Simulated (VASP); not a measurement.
Data:

```
CELL_PARAMETERS angstrom
     -1.60500     1.60500     3.92500
      1.60500    -1.60500     3.92500
      1.60500     1.60500    -3.92500
ATOMIC_POSITIONS crystal
  Si 0.66500 0.66500 0.00000
  Si 0.33500 0.33500 0.00000
  Mo 0.00000 0.00000 0.00000
```

The numbers are results of PBEsol GGA, VASP's PBE PAW potentials (set 64) (plane waves; VASP), not measurements. Run with 300 eV cut-off, 7×7×8 Γ-centred mesh, Gaussian smearing of 0.10 eV, potentials Si Mo_sv.

At this cut-off the stress carries a Pulay error, which pulls relaxed volumes low.

Problem. Give the force on each atom (eV/Å).

Solution. 
```csv
atom,Fx,Fy,Fz
Si1,0.000,0.000,-0.064
Si2,0.000,0.000,0.064
Mo3,0.000,0.000,0.000
```

Problem. Give the stress tensor in GPa (positive for a compressed cell).

Solution. 
```
-3.47   0.00   0.00
 0.00  -3.47   0.00
 0.00   0.00  -3.08
```
The pressure is its mean diagonal, -3.34 GPa.

The structure is a typed MoSi2 crystal. The cell was not relaxed at this level. The k-mesh is coarse (spacing up to 0.35 per Å, 2π included), so the numbers may not be converged in it.
